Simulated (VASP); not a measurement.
Runs of VASP 6.6.1 on CdTe. The structure is cubic, space group F-43m (No. 216). Conventional cell: a = 6.481 Å, b = 6.481 Å, c = 6.481 Å, α = 90.00°, β = 90.00°, γ = 90.00°. Cd (site symmetry -43m) is surrounded by 4 Te at 2.81 Å. Te (site symmetry -43m) is surrounded by 4 Cd at 2.81 Å. The cell was built by a generator and isn't the measured one.

```csv
level,potentials or basis,further INCAR settings,pressure (GPa),moment (μB)
TB-mBJ,"VASP PAW PBE potentials, release 64 (Cd, Te)",ALGO = Normal; EDIFF = 1e-07,-,0.00
PBE,"VASP PAW PBE potentials, release 64 (Cd, Te)",ALGO = Fast; EDIFF = 1e-07,2.7,0.00
r2SCAN,"VASP PAW PBE potentials, release 64 (Cd, Te)",ALGO = Normal; EDIFF = 1e-07,1.7,0.00
LDA,"VASP PAW LDA potentials, release 64 (Cd, Te)",ALGO = Fast; EDIFF = 1e-07,(a),0.00
```

Alike in all rows: task single point; spin non-collinear, zero start, SOC; cell as given; k mesh 8 × 8 × 8; cutoff (eV) 520; smearing gaussian 0.02 eV.

**Question.** Fill in the values left out.

**Answer.** (a) -1.2.

Caveats: the PAW data sets were made with another functional, which shifts forces and pressure a little (some runs).

Not every run made on this cell is shown here.
